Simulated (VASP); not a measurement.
## ZnO: phonons with LDA

The system is ZnO.

```xyz
4
Lattice="3.1868 0.0000 0.0000 -1.5934 2.7599 0.0000 0.0000 0.0000 5.1523" Properties=species:S:1:pos:R:3 pbc="T T T"
Zn    0.0000    1.8399    0.0092
Zn    1.5934    0.9200    2.5854
O     0.0000    1.8399    1.9589
O     1.5934    0.9200    4.5351
```

The cell was built by a generator and needn't be a form met in nature.

```yaml
Program: VASP 6.6.1
Task: phonons
Functional: LDA
Potentials_or_basis: VASP PAW LDA potentials, release 64 (Zn, O)
Cutoff: 520 eV
k_mesh: 9 × 9 × 6
Occupations: gaussian, width 0.01 eV
Spin: no spin polarisation
Dipole_correction: no
Further_INCAR_settings: ALGO = Normal; EDIFF = 1e-08; IBRION = 8; NSW = 1
```

```json
{"Highest phonon frequency at Γ, LO-TO splitting left out": "562 cm⁻¹"}
```

Phonon frequencies in cm⁻¹ (negative: imaginary):
| q point | frequencies |
| --- | --- |
| (0.000, 0.000, 0.000) | 0 0 0 89 89 263 402 420 420 453 453 562 |

Wall time 18 min on 1 thread of AMD EPYC 7R43 64-Core Processor (Zen 3), on a shared host, peak memory 0.5 GiB.

Caveat: the atoms weren't relaxed first, which shifts response properties.
